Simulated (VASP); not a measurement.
# LiNd: structure and properties in VASP, part 3 of 5

Wanted: the relaxed cell of LiNd and its properties. The cell is invented: it takes the structure of COD entry 1523864, NdTl (space group 221 there), with some of its atoms replaced by other elements, volume scaled by an estimate. It may not be a known or stable phase. Left out of this account: at least 7 further runs (self-consistent run: a volume scan without its fit; self-consistent run: a spoilt try).

VASP 6.6.1, plane waves and PAW; the level of theory is named at each step.

Still holding for the runs below: The cell holds one magnetic atom, so no antiferromagnetic order fits into it. The k-mesh is coarse for a metal. Without U or exact exchange f electrons of an open shell on Nd come out too delocalised, which can shrink the cell and pin f bands at the Fermi level.

So far, moment of the cell, from the last line of the log (μB): step 2 (relaxing cell and atoms (SCAN + D3(BJ))) 4.39; step 3 (second relaxation) 4.39. The relaxed cell has a = 3.843 Å (conventional setting).

The structure was built from a prototype and need not be the compound's stable phase.

## (4) Single point with fields (SCAN + D3(BJ))

Level of this step: SCAN with D3(BJ), spin-polarised from a ferromagnetic start (one magnetic atom a cell); plane waves and PAW (Nd, Li_sv); invented cell (VASP).

A single point on the relaxed cell gives a clean self-consistent state, with density, ELF and potential written out.

File INCAR:

```
SYSTEM = LiNd
PREC = Accurate
ENCUT = 650
EDIFF = 1E-06
NELM = 100
ISMEAR = 0
SIGMA = 0.05
LREAL = .FALSE.
ALGO = Normal
METAGGA = SCAN
IVDW = 12
LASPH = .TRUE.
NBANDS = 15
ISPIN = 2
MAGMOM = 3 0
LMAXMIX = 6
LORBIT = 11
LWAVE = .FALSE.
LCHARG = .TRUE.
ISIF = 2
LELF = .TRUE.
LVHAR = .TRUE.
```

File POSCAR:

```
LiNd
1.0
    3.8428539867      0.0000000000      0.0000000000
    0.0000000000      3.8428539867      0.0000000000
    0.0000000000      0.0000000000      3.8428539867
Nd Li
1 1
Direct
    0.0000000000      0.0000000000      0.0000000000
    0.5000000000      0.5000000000      0.5000000000
```

File KPOINTS:

```
Automatic mesh
0
Gamma
6 6 6
0 0 0
```

PAW data sets: Nd and Li_sv (PBE family, release 64).

Command:

```sh
$ mpirun -np 1 vasp_std
```

The program printed:

```text
[... set-up lines as in an earlier step ...]
 entering main loop
       N       E                     dE             d eps       ncg     rms          rms(c)
DAV:   1     0.108292421947E+03    0.10829E+03   -0.78215E+03  1256   0.281E+03
DAV:   2    -0.330987188708E+02   -0.14139E+03   -0.13517E+03  1921   0.370E+02
DAV:   3    -0.527808228275E+02   -0.19682E+02   -0.19093E+02  2048   0.180E+02
DAV:   4    -0.553421099980E+02   -0.25613E+01   -0.25019E+01  2228   0.343E+01
DAV:   5    -0.557395811401E+02   -0.39747E+00   -0.39693E+00  1774   0.136E+01    0.544E+01
DAV:   6    -0.922577355007E+02   -0.36518E+02   -0.35162E+02  1975   0.190E+02    0.130E+02
DAV:   7    -0.699239706208E+02    0.22334E+02   -0.14038E+01  1700   0.730E+01    0.721E+01
DAV:   8    -0.568931564637E+02    0.13031E+02   -0.12504E+01  1798   0.645E+01    0.775E+01
DAV:   9    -0.503154318630E+02    0.65777E+01   -0.85951E+00  2192   0.353E+01    0.331E+01
DAV:  10    -0.479912843549E+02    0.23241E+01   -0.48661E+01  2157   0.708E+01    0.611E+01
DAV:  11    -0.479175092710E+02    0.73775E-01   -0.24621E+00  2024   0.191E+01    0.536E+01
DAV:  12    -0.479546337606E+02   -0.37124E-01   -0.11079E+00  2260   0.159E+01    0.305E+01
DAV:  13    -0.488772620233E+02   -0.92263E+00   -0.82660E-01  2086   0.170E+01    0.220E+01
DAV:  14    -0.491495533204E+02   -0.27229E+00   -0.27309E-01  2165   0.972E+00    0.185E+01
DAV:  15    -0.494309553730E+02   -0.28140E+00   -0.16342E-01  2192   0.105E+01    0.124E+01
DAV:  16    -0.496380772110E+02   -0.20712E+00   -0.47033E-01  2146   0.177E+01    0.145E+01
DAV:  17    -0.496530099706E+02   -0.14933E-01   -0.13697E-01  1864   0.574E+00    0.951E+00
DAV:  18    -0.495897047813E+02    0.63305E-01   -0.74568E-02  2104   0.572E+00    0.664E+00
DAV:  19    -0.495831343878E+02    0.65704E-02   -0.25295E-02  2034   0.183E+00    0.623E+00
DAV:  20    -0.495978922066E+02   -0.14758E-01   -0.20770E-02  1605   0.211E+00    0.656E+00
DAV:  21    -0.495978443178E+02    0.47889E-04   -0.49514E-02  1420   0.267E+00    0.635E+00
DAV:  22    -0.495953144432E+02    0.25299E-02   -0.12514E-02  1886   0.148E+00    0.605E+00
DAV:  23    -0.495722509557E+02    0.23063E-01   -0.24710E-01  1595   0.649E+00    0.524E+00
DAV:  24    -0.495417031073E+02    0.30548E-01   -0.10168E-01  1688   0.370E+00    0.399E+00
DAV:  25    -0.495404990906E+02    0.12040E-02   -0.13185E-02  2139   0.150E+00    0.354E+00
DAV:  26    -0.495420649115E+02   -0.15658E-02   -0.27914E-02  1789   0.192E+00    0.260E+00
DAV:  27    -0.495568903359E+02   -0.14825E-01   -0.10669E-01  1350   0.351E+00    0.234E+00
DAV:  28    -0.495608762488E+02   -0.39859E-02   -0.39674E-02  1904   0.199E+00    0.121E+00
DAV:  29    -0.495610669590E+02   -0.19071E-03   -0.47382E-03  1466   0.833E-01    0.137E+00
DAV:  30    -0.495606121330E+02    0.45483E-03   -0.83149E-04  2000   0.321E-01    0.140E+00
[...]
DAV:  52    -0.495708702595E+02   -0.36569E-04   -0.28353E-04  1385   0.129E-01    0.286E-02
DAV:  53    -0.495708993758E+02   -0.29116E-04   -0.23576E-04  1751   0.131E-01    0.723E-02
DAV:  54    -0.495709266393E+02   -0.27264E-04   -0.22304E-04  1492   0.139E-01    0.232E-02
DAV:  55    -0.495709667138E+02   -0.40074E-04   -0.21913E-04  1570   0.124E-01    0.123E-02
DAV:  56    -0.495710078163E+02   -0.41103E-04   -0.16003E-04  1467   0.107E-01    0.347E-02
DAV:  57    -0.495710132641E+02   -0.54478E-05   -0.31064E-05  1664   0.443E-02    0.136E-02
DAV:  58    -0.495710156327E+02   -0.23686E-05   -0.31077E-06  1365   0.224E-02    0.115E-02
DAV:  59    -0.495710209687E+02   -0.53360E-05   -0.14230E-05  1572   0.363E-02    0.262E-02
DAV:  60    -0.495710247416E+02   -0.37729E-05   -0.41039E-06  1490   0.199E-02    0.376E-02
DAV:  61    -0.495710217848E+02    0.29568E-05   -0.32908E-06  1216   0.161E-02    0.185E-02
DAV:  62    -0.495710206750E+02    0.11098E-05   -0.92075E-07   792   0.146E-02    0.133E-02
DAV:  63    -0.495710211767E+02   -0.50168E-06   -0.27880E-07   672   0.142E-02
   1 F= -.49709411E+02 E0= -.49706193E+02  d E =-.643545E-02  mag=     4.3904
```

Wall time 3.3 min (1 MPI rank of Intel Xeon 6975P-C (Granite Rapids), shared host); peak memory 0.26 GiB.

OUTCAR, selected parts (step 4):

```text
  LATTYP: Found a simple cubic cell.
 ALAT       =     3.8428539867

The static configuration has the point symmetry O_h .

 Found     20 irreducible k-points:

   NELECT =      17.0000    total number of electrons

 E-fermi :   3.0848

 spin component 1
 k-point     1 :       0.0000    0.0000    0.0000
  band No.  band energies     occupation
    ...
      7       0.5638      1.00000
      8       0.5790      1.00000
      9       0.5790      1.00000
     10       2.2229      1.00000
     11       2.2353      1.00000
     12       3.2175      0.00009
     13       3.2551      0.00000
     14       3.2551      0.00000
     15       4.4875      0.00000

 k-point     2 :       0.1667    0.0000    0.0000
  band No.  band energies     occupation
    ...
      7       0.5630      1.00000
      8       0.5741      1.00000
      9       0.5894      1.00000
     10       2.3546      1.00000
     11       2.4514      1.00000
     12       3.2130      0.00014
     13       3.2335      0.00001
     14       3.2709      0.00000
     15       4.4757      0.00000

 k-point     3 :       0.3333    0.0000    0.0000
  band No.  band energies     occupation
    ...
      7       0.5354      1.00000
      8       0.5970      1.00000
      9       0.6124      1.00000
     10       2.6323      1.00000
     11       2.7078      1.00000
     12       3.1196      0.16239
     13       3.2831      0.00000
     14       3.3203      0.00000
     15       4.4532      0.00000

 k-point     4 :       0.5000    0.0000    0.0000
  band No.  band energies     occupation
    ...
      7       0.5232      1.00000
      8       0.6096      1.00000
      9       0.6251      1.00000
     10       2.5412      1.00000
     11       2.7849      1.00000
     12       3.1645      0.01205
     13       3.3267      0.00000
     14       3.3647      0.00000
     15       4.4769      0.00000

 Edisp (eV)   -0.13839

  Total      -0.04963    -0.04963    -0.04963     0.00000     0.00000    -0.00000
  in kB      -1.40108    -1.40108    -1.40108     0.00000     0.00000    -0.00000
  external pressure =       -1.40 kB  Pullay stress =        0.00 kB

  energy-cutoff  :      650.00
  volume of cell :       56.75
      direct lattice vectors                 reciprocal lattice vectors
     3.842853987  0.000000000  0.000000000     0.260223262  0.000000000  0.000000000
     0.000000000  3.842853987  0.000000000     0.000000000  0.260223262  0.000000000
     0.000000000  0.000000000  3.842853987     0.000000000  0.000000000  0.260223262

 POSITION                                       TOTAL-FORCE (eV/Angst)
 -----------------------------------------------------------------------------------
      0.00000      0.00000      0.00000         0.000000      0.000000      0.000000
      1.92143      1.92143      1.92143         0.000000      0.000000      0.000000
 -----------------------------------------------------------------------------------
    total drift:                                0.000000      0.000000      0.000000

  FREE ENERGIE OF THE ION-ELECTRON SYSTEM (eV)
  ---------------------------------------------------
  free  energy   TOTEN  =       -49.7094107322 eV

  energy  without entropy=      -49.7029752852  energy(sigma->0) =      -49.70619301

 total charge
# of ion       s       p       d       f       tot
--------------------------------------------------
    1        2.015   5.236   0.579   3.107  10.937
    2        2.046   0.018   0.000   0.000   2.063
--------------------------------------------------
tot          4.061   5.254   0.579   3.107  13.001

[... 7 parts as in an earlier step ...]

[... 9 further parts left out ...]
```

With spin, VASP writes an ELF for each channel.

This step gave:

- SCF cycles: 63
- Fermi energy: 3.085 eV
- pressure: -0.1401 GPa

Valence electrons inside each PAW sphere by angular momentum. Sphere charges, by row:

```
atom  s (e)  p (e)  d (e)  f (e)  tot (e)
 Nd1  2.015  5.236  0.579  3.107    10.94
 Li2  2.046  0.018      0      0    2.063
```

Spin density in the ac plane at fractional y = 0.000, with atoms of Nd within 0.2 Å of it.

Values in e/Å³, 14 rows by 14 columns, each cell a mean:
```
4.0 2.9 0.9 0.1 0.1 0.1 0.1 0.0 0.1 0.1 0.1 0.3 1.5 3.3
1.5 1.5 0.7 0.2 0.1 0.0 0.0 0.0 0.0 0.1 0.1 0.2 1.0 1.5
0.1 0.3 0.2 0.1 0.0 0.0 0.0 0.0 0.0 0.0 0.1 0.1 0.2 0.3
0.1 0.1 0.1 0.0 0.0 0.0 0.0 0.0 0.0 0.0 0.0 0.1 0.1 0.1
0.1 0.1 0.0 0.0 0.0 0.0 0.0 0.0 0.0 0.0 0.0 0.0 0.1 0.1
0.1 0.0 0.0 0.0 0.0 0.0 0.0 0.0 0.0 0.0 0.0 0.0 0.0 0.1
0.1 0.0 0.0 0.0 0.0 0.0 0.0 0.0 0.0 0.0 0.0 0.0 0.0 0.0
0.1 0.0 0.0 0.0 0.0 0.0 0.0 0.0 0.0 0.0 0.0 0.0 0.0 0.1
0.1 0.1 0.0 0.0 0.0 0.0 0.0 0.0 0.0 0.0 0.0 0.0 0.0 0.1
0.1 0.1 0.1 0.0 0.0 0.0 0.0 0.0 0.0 0.0 0.0 0.0 0.1 0.1
0.1 0.2 0.1 0.1 0.0 0.0 0.0 0.0 0.0 0.0 0.0 0.1 0.2 0.1
0.8 1.0 0.5 0.1 0.1 0.0 0.0 0.0 0.0 0.0 0.1 0.2 0.7 0.9
3.4 2.6 1.0 0.2 0.1 0.1 0.0 0.0 0.0 0.1 0.1 0.3 1.5 2.9
5.1 3.4 0.8 0.1 0.1 0.1 0.1 0.1 0.1 0.1 0.1 0.1 1.5 4.0
```
Columns run along a (3.8 Å), rows up along c (3.8 Å). Atoms in or near the plane, at fractional coordinates: Nd at (0.00, 0.00).

Electrostatic potential energy in the ac plane at fractional y = 0.000, with atoms of Nd within 0.2 Å of it. With pseudopotentials it is smooth inside the atoms' cores, unlike the true potential.

Ten even steps from '0' (-41 eV) to '9' (3 eV), each cell a mean:
```
00246899986310
11357899987421
34578999988643
56789999998876
88899999999888
99999999999999
99999999999999
99999999999999
88899999999988
67789999999876
44578999998754
12457899987532
00247899986410
00146899985310
```
Columns run along a (3.8 Å; values clipped at the 3rd and 97th percentile), rows up along c (3.8 Å). Atoms in or near the plane, at fractional coordinates: Nd at (0.00, 0.00).

Valence density in the ac plane at fractional y = 0.000, with atoms of Nd within 0.2 Å of it. It is the smooth field of the valence electrons, not physical close to the nuclei.

Values in e/Å³, 14 rows by 14 columns, each cell a mean:
```
4.0 4.2 2.9 1.2 0.4 0.2 0.1 0.1 0.1 0.2 0.6 1.6 3.5 4.2
3.4 3.5 2.2 0.9 0.3 0.1 0.1 0.1 0.1 0.2 0.4 1.2 2.8 3.5
1.7 1.6 1.0 0.4 0.2 0.1 0.1 0.1 0.1 0.1 0.2 0.6 1.2 1.6
0.6 0.5 0.4 0.2 0.1 0.1 0.1 0.1 0.1 0.1 0.1 0.2 0.4 0.6
0.2 0.2 0.1 0.1 0.1 0.1 0.1 0.1 0.1 0.1 0.1 0.1 0.2 0.2
0.1 0.1 0.1 0.1 0.1 0.1 0.1 0.1 0.1 0.1 0.1 0.1 0.1 0.1
0.1 0.1 0.1 0.1 0.1 0.1 0.1 0.1 0.1 0.1 0.1 0.1 0.1 0.1
0.1 0.1 0.1 0.1 0.1 0.1 0.1 0.1 0.1 0.1 0.1 0.1 0.1 0.1
0.2 0.1 0.1 0.1 0.1 0.1 0.1 0.1 0.1 0.1 0.1 0.1 0.1 0.2
0.5 0.4 0.3 0.2 0.1 0.1 0.1 0.1 0.1 0.1 0.1 0.2 0.3 0.4
1.3 1.2 0.7 0.3 0.2 0.1 0.1 0.1 0.1 0.1 0.2 0.4 0.9 1.2
2.8 2.8 1.8 0.7 0.3 0.1 0.1 0.1 0.1 0.1 0.4 1.0 2.2 2.9
4.0 4.2 2.8 1.2 0.4 0.1 0.1 0.1 0.1 0.2 0.5 1.6 3.5 4.2
3.7 4.0 2.8 1.3 0.5 0.2 0.1 0.1 0.1 0.2 0.6 1.7 3.4 4.0
```
Columns run along a (3.8 Å), rows up along c (3.8 Å). Atoms in or near the plane, at fractional coordinates: Nd at (0.00, 0.00).

In this run the pressure is -0.14 GPa, small enough to go on; single stress components reach 0.14 GPa.

(Continued in part 4 of 5.)

[Lines on the potential files, build, host, timing and source positions are cut from VASP's logs without a mark.]

[Logs are printed without paths, hosts, clocks, repeated set-up lines and the standing remarks that a program may print on its own settings, such as how far it seeks lower states.]

[Hosts, paths, dates, database ids (printed as entryN), source tags and the programs' standing remarks are cut or masked in the printed files.]

[A measured line is paired with the nearest computed mode of its activity, which favours agreement.]

[In band tables of VASP the shares of atoms and orbitals are scaled to a sum of 1 inside the atoms' spheres.]
